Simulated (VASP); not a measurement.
# LiCa2 (P1) in VASP: single point with PBE0

Aim: the single point of LiCa2 with PBE0.

Everything below comes from runs of VASP 6.6.1. Logs are shortened: lines on timing, memory, paths and dates and some standing lists are left out, and cuts for length are marked.

### Step 1. The crystal as given

The typed cell holds 6 atoms: a = 4.505 Å, b = 4.467 Å, c = 8.182 Å, α = 75.48°, β = 74.72°, γ = 91.25°.

The cell was built by a generator and needn't be a form met in nature.

### Step 2. Single point, PBE0

File POSCAR:

```
LiCa2
1.0
   -0.0491497700      4.5050858700      0.0143814200
    4.4668735100     -0.0491497700      0.0393810500
    2.1426871400      2.2038019100     -7.5828213000
Ca Li
4 2
Direct
    0.5069010000      0.9958690000      0.9878240000
    0.0021450000      0.5232620000      0.0192980000
    0.3422490000      0.2887040000      0.3671260000
    0.6240730000      0.5525750000      0.6891140000
    0.1617190000      0.1634360000      0.7336190000
    0.8641910000      0.8098820000      0.2659920000
```

File INCAR.step1:

```
PREC = Accurate ; ENCUT = 520
EDIFF = 1E-5 ; ISMEAR = -1
SIGMA = 0.1444 ; LREAL = F
LASPH = T ; NELM = 100
ALGO = Normal ; ISIF = 2
LWAVE = T ; LCHARG = F
NBANDS = 32 ; GGA = PE
```

File INCAR.step2:

```
PREC = Accurate ; ENCUT = 520
EDIFF = 1E-6 ; ISMEAR = -1
SIGMA = 0.1444 ; LREAL = F
LASPH = T ; NELM = 100
ALGO = Normal ; ISIF = 2
LWAVE = F ; LCHARG = F
GGA = PE ; LHFCALC = T
AEXX = 0.25 ; PRECFOCK = Fast
HFRCUT = -1 ; NBANDS = 32
ISTART = 1
```

File KPOINTS:

```
Automatic mesh
0
Gamma
  3 3 1
```

Potentials or basis: VASP PAW PBE potentials, release 64 (Ca_sv, Li_sv).

Run with:

```
cat potpaw_PBE.64/Ca_sv/POTCAR potpaw_PBE.64/Li_sv/POTCAR > POTCAR
cp INCAR.step1 INCAR
mpirun -np 1 vasp_std > vasp.out
cp INCAR.step2 INCAR
mpirun -np 1 vasp_std > vasp.out
```

OUTCAR:

```text
PREC = Accurate
   ENCUT = 520
   EDIFF = 1E-6
   ISMEAR = -1
   LREAL = F
   LASPH = T
   NELM = 100
   ISIF = 2
   GGA = PE
   LHFCALC = T
   AEXX = 0.25
   PRECFOCK = Fast
   ISTART = 1

 ion  position               nearest neighbor table
   1  0.507  0.996  0.988-   5 2.88   4 2.94   2 2.98   2 3.12
   2  0.002  0.523  0.019-   6 2.60   1 2.98   1 3.12
   3  0.342  0.289  0.367-   5 2.80
   4  0.624  0.553  0.689-   5 2.57   1 2.94
   5  0.162  0.163  0.734-   4 2.57   3 2.80   1 2.88
   6  0.864  0.810  0.266-   2 2.60

  LATTYP: Found a triclinic cell.
 ALAT       =     4.5053769233
 B/A-ratio  =     1.4235761708
 C/A-ratio  =     1.8160781235
 COS(alpha) =     0.0104763071
 COS(beta)  =     0.2635112671
 COS(gamma) =     0.7176970620

  Lattice vectors:

 A1 = (   0.0491497700,  -4.5050858700,  -0.0143814200)
 A2 = (   4.5160232800,  -4.5542356400,   0.0249996300)
 A3 = (  -2.1426871400,  -2.2038019100,   7.5828213000)

Analysis of symmetry for initial positions (statically):
=====================================================================
 Subroutine PRICEL returns:
 Original cell was already a primitive cell.

 Routine SETGRP: Setting up the symmetry group for a
 triclinic supercell.

 Subroutine GETGRP returns: Found  1 space group operations
 (whereof  1 operations were pure point group operations)
 out of a pool of  2 trial point group operations.

The static configuration has the point symmetry C_1 .

Analysis of symmetry for dynamics (positions and initial velocities):
=====================================================================
 Subroutine PRICEL returns:
 Original cell was already a primitive cell.

 Routine SETGRP: Setting up the symmetry group for a
 triclinic supercell.

 Subroutine GETGRP returns: Found  1 space group operations
 (whereof  1 operations were pure point group operations)
 out of a pool of  2 trial point group operations.

The dynamic configuration has the point symmetry C_1 .

 Subroutine INISYM returns: Found  1 space group operations
 (whereof  1 operations are pure point group operations),
 and found     1 'primitive' translations

----------------------------------------------------------------------------------------

                                     Primitive cell

  volume of cell :     153.1032

  direct lattice vectors                    reciprocal lattice vectors
    -0.049149770  4.505085870  0.014381420     0.001867406  0.221784275  0.064985031
     4.466873510 -0.049149770  0.039381050     0.223332708  0.002232997  0.063756376
     2.142687140  2.203801910 -7.582821300     0.001163410  0.000432228 -0.131422671

  length of vectors
     4.505376923  4.467317486  8.182116469     0.231116435  0.232265711  0.131428531

  position of ions in fractional coordinates (direct lattice)
     0.506901000  0.995869000  0.987824000
     0.002145000  0.523262000  0.019298000
     0.342249000  0.288704000  0.367126000
     0.624073000  0.552575000  0.689114000
     0.161719000  0.163436000  0.733619000
     0.864191000  0.809882000  0.265992000

  ion indices of the primitive-cell ions
   primitive index   ion index
                 1           1
                 2           2
                 3           3
                 4           4
                 5           5
                 6           6

----------------------------------------------------------------------------------------

 KPOINTS: Automatic mesh

Automatic generation of k-mesh.
 Grid dimensions read from file:
 generate k-points for:    3    3    1

 Generating k-lattice:

  Cartesian coordinates                     Fractional coordinates (reciprocal lattice)
     0.000622469  0.073928092  0.021661677     0.333333333  0.000000000  0.000000000
     0.074444236  0.000744332  0.021252125     0.000000000  0.333333333  0.000000000
     0.001163410  0.000432228 -0.131422671     0.000000000 -0.000000000  1.000000000

  Length of vectors
     0.077038812  0.077421904  0.131428531

  Shift w.r.t. Gamma in fractional coordinates (k-lattice)
     0.000000000  0.000000000  0.000000000

 Subroutine IBZKPT returns following result:
 ===========================================

 Found      5 irreducible k-points:

 Following reciprocal coordinates:
            Coordinates               Weight
  0.000000  0.000000  0.000000      1.000000
  0.333333  0.000000  0.000000      2.000000
 -0.000000  0.333333 -0.000000      2.000000
  0.333333  0.333333  0.000000      2.000000
 -0.333333  0.333333  0.000000      2.000000
   k-points           NKPTS =      5   k-points in BZ     NKDIM =      9   number of bands    NBANDS=     32
   number of dos      NEDOS =    301   number of ions     NIONS =      6
   total plane-waves  NPLWV =  82944
   dimension x,y,z NGX =    36 NGY =   36 NGZ =   64
   dimension x,y,z NGXF=    72 NGYF=   72 NGZF=  128
   ions per type =               4   2
   NGX,Y,Z   is equivalent  to a cutoff of  13.28, 13.40, 13.00 a.u.
   NGXF,Y,Z  is equivalent  to a cutoff of  26.57, 26.79, 26.01 a.u.
 SYSTEM =  unknown system
   PREC   = accura    normal or accurate (medium, high low for compatibility)
   ISTART =      1    job   : 0-new  1-cont  2-samecut
   ICHARG =      0    charge: 1-file 2-atom 10-const
   ISPIN  =      1    spin polarized calculation?
   LNONCOLLINEAR =      F non collinear calculations
   LSORBIT =      F    spin-orbit coupling
   LASPH  =      T    aspherical Exc in radial PAW
   ENCUT  =  520.0 eV  38.22 Ry    6.18 a.u.   8.38  8.31 15.21*2*pi/ulx,y,z
   NELM   =    100;   NELMIN=  2; NELMDL=  0     # of ELM steps
   EDIFF  = 0.1E-05   stopping-criterion for ELM
   LREAL  =      F    real-space projection
   EDIFFG = 0.1E-04   stopping-criterion for IOM
   NSW    =      0    number of steps for IOM
   IBRION =     -1    ionic relax: 0-MD 1-quasi-New 2-CG
   NFREE  =      0    steps in history (QN), initial steepest desc. (CG)
   ISIF   =      2    stress and relaxation
   ISYM   =      3    0-nonsym 1-usesym 2-fastsym
   POTIM  = 0.5000    time-step for ionic-motion
   TEBEG  =    0.0;   TEEND  =   0.0 temperature during run
   PSTRESS=    0.0 pullay stress
   NELECT =      46.0000    total number of electrons
   NUPDOWN=      -1.0000    fix difference up-down
   EMIN   =  10.00;   EMAX   =-10.00  energy-range for DOS
   EFERMI =   0.00;   METHOD = LEGACY
   ISMEAR =    -1;   SIGMA  =   0.14  broadening in eV -4-tet -1-fermi 0-gaus
   EFERMI_NEDOS =   21; number of points for ismear=-14 and -15
   IALGO  =     38    algorithm
   IMIX   =      1    mixing-type and parameters
     AMIX     =   0.40;   BMIX     =  1.00
     AMIX_MAG =   1.60;   BMIX_MAG =  1.00
  volume/ion in A,a.u.               =      25.52       172.20
  Fermi-wavevector in a.u.,A,eV,Ry     =   1.096477  2.072040 16.357751  1.202261
  Thomas-Fermi vector in A             =   2.232819
   LORBIT       =      0    0 simple, 1 ext, 2 COOP (PROOUT), +10 PAW based schemes
   GGA     = PE    functional components
   LHFCALC =     T    Hartree Fock is set to
   PRECFOCK=fast      Normal, Fast or Accurate (Low or Medium for compatibility)
   ENCUT4O =  -1.0   cutoff for four orbital integrals eV
   NKREDX  =     1    reduce k-point grid by
   NKREDY  =     1    reduce k-point grid by
   NKREDZ  =     1    reduce k-point grid by
   AEXX    =    0.2500 exact exchange contribution
   HFSCREEN=    0.0000 screening length (either q_TF or 0.3 A-1)
   HFSCREENC=   0.0000 screening length for correlation (either q_TF or 0.3 A-1)
   ENCUTFOCK=  -1.0 apply spherical cutoff to Coloumb kernel
   IVDW    =     0    specifies the selected vdW correction
   LEPSILON=     F    determine dielectric tensor
   LRPA    =     F    only Hartree local field effects (RPA)
 non-spin polarized calculation
  energy-cutoff  :      520.00
  volume of cell :      153.10
 maximum number of plane-waves:      4149
 NGX is ok and might be reduce to    36
  NGX = 18; NGY = 18; NGZ = 32

 number of electron      45.9999997 magnetization

 Free energy of the ion-electron system (eV)
  ---------------------------------------------------
  ext. energy  EPLUGINS =         0.00000000
  ---------------------------------------------------
  free energy    TOTEN  =        -8.83829416 eV

  energy without entropy =       -8.74374872  energy(sigma->0) =       -8.79102144

 E-fermi :   2.6321     XC(G=0):  -6.7604

 val. band max:        2.5017066430   @ k =  -0.3333   0.3333   0.0000
 cond. band min:       3.3401547879   @ k =  -0.3333   0.3333   0.0000
 fundamental gap:      0.8384481449
 Fermi energy:         2.6321136972

 k-point     1 :       0.0000    0.0000    0.0000
  band No.  band energies     occupation
      1     -47.3927      2.00000
      2     -47.2873      2.00000
      3     -42.7156      2.00000
      4     -42.6523      2.00000
      5     -42.1820      2.00000
      6     -42.0442      2.00000
[... 24 lines left out ...]
     31       6.0076      0.00000
     32       6.3104      0.00000

 k-point     2 :       0.3333    0.0000    0.0000
  band No.  band energies     occupation
      1     -47.3925      2.00000
      2     -47.2870      2.00000
      3     -42.7150      2.00000
      4     -42.6523      2.00000
      5     -42.1479      2.00000
      6     -42.0783      2.00000
[... 24 lines left out ...]
     31       6.0463      0.00000
     32       6.8399      0.00000

 k-point     3 :      -0.0000    0.3333   -0.0000
  band No.  band energies     occupation
      1     -47.3925      2.00000
      2     -47.2871      2.00000
      3     -42.7151      2.00000
      4     -42.6510      2.00000
      5     -42.1566      2.00000
      6     -42.0703      2.00000
[... 24 lines left out ...]
     31       6.1252      0.00000
     32       6.8873      0.00000

 k-point     4 :       0.3333    0.3333    0.0000
  band No.  band energies     occupation
      1     -47.3922      2.00000
      2     -47.2866      2.00000
      3     -42.7141      2.00000
      4     -42.6503      2.00000
      5     -42.1325      2.00000
      6     -42.0933      2.00000
[... 24 lines left out ...]
     31       6.4591      0.00000
     32       6.7724      0.00000

 k-point     5 :      -0.3333    0.3333    0.0000
  band No.  band energies     occupation
      1     -47.3922      2.00000
      2     -47.2868      2.00000
      3     -42.7143      2.00000
      4     -42.6505      2.00000
      5     -42.1403      2.00000
      6     -42.0865      2.00000
[... 24 lines left out ...]
     31       6.2651      0.00000
     32       6.5092      0.00000

------------------------ aborting loop because EDIFF is reached ----------------------------------------

  FORCE on cell =-STRESS in cart. coord.  units (eV):
  Direction    XX          YY          ZZ          XY          YZ          ZX
  --------------------------------------------------------------------------------------
  -------------------------------------------------------------------------------------
  Total        9.6493745     10.0726017      8.7736002      0.7558657      1.5900926      1.3209405
  in kB      100.9776925    105.4066338     91.8129878      7.9098987     16.6398225     13.8232301
  external PRESSURE =      99.3991047 kB  Pullay stress =       0.0000000 kB

 VOLUME and BASIS-vectors are now :
 -----------------------------------------------------------------------------
  energy-cutoff  :      520.00
  volume of cell :      153.10
      direct lattice vectors                 reciprocal lattice vectors
    -0.049149770  4.505085870  0.014381420     0.001867406  0.221784275  0.064985031
     4.466873510 -0.049149770  0.039381050     0.223332708  0.002232997  0.063756376
     2.142687140  2.203801910 -7.582821300     0.001163410  0.000432228 -0.131422671

 POSITION                                       TOTAL-FORCE (eV/Angst)
 -----------------------------------------------------------------------------------
      6.54010      4.41165     -7.44398         0.173125      0.564572     -1.138401
      2.37859      0.02647     -0.12570        -1.037016     -0.343635      0.329152
      2.05942      2.33674     -2.76756        -0.665970     -0.432887     -0.285869
      3.91417      4.30301     -5.19469         1.730246      1.059936      2.085768
      2.29402      2.33728     -5.55414        -0.984573     -0.982912      0.063762
      4.14510      4.43964     -1.97265         0.784188      0.134927     -1.054412
 -----------------------------------------------------------------------------------
    total drift:                                0.006994      0.008275      0.005473

  FREE ENERGIE OF THE ION-ELECTRON SYSTEM (eV)
  ---------------------------------------------------
  free  energy   TOTEN  =        -8.8382941596 eV

  energy  without entropy=       -8.7437487180  energy(sigma->0) =       -8.79102144
```

Wall time 6 min (1 thread of Intel Xeon Platinum 8259CL at 2.50GHz (Skylake/Cascade Lake), shared host); peak memory 0.28 GiB.

Results:

```yaml
Free_energy: -8.8383 eV
Largest_force: 2.910 eV/Å
Band_gap_on_the_k_mesh: none (metal or under the smearing width)
```

Forces on the atoms (eV/Å):
```
Ca   0.173  0.565 -1.138
Ca  -1.037 -0.344  0.329
Ca  -0.666 -0.433 -0.286
Ca   1.730  1.060  2.086
Li  -0.985 -0.983  0.064
Li   0.784  0.135 -1.054
```

Caveat: the k mesh is coarse (spacing up to 0.83 Å⁻¹), so the values aren't converged, least of all with exact exchange; the cutoff is under 1.25 times the usual one of these potentials, so pressure, stress and relaxed cells hold a basis-set (Pulay) error; the PAW data sets were made with another functional, which shifts forces and pressure a little.
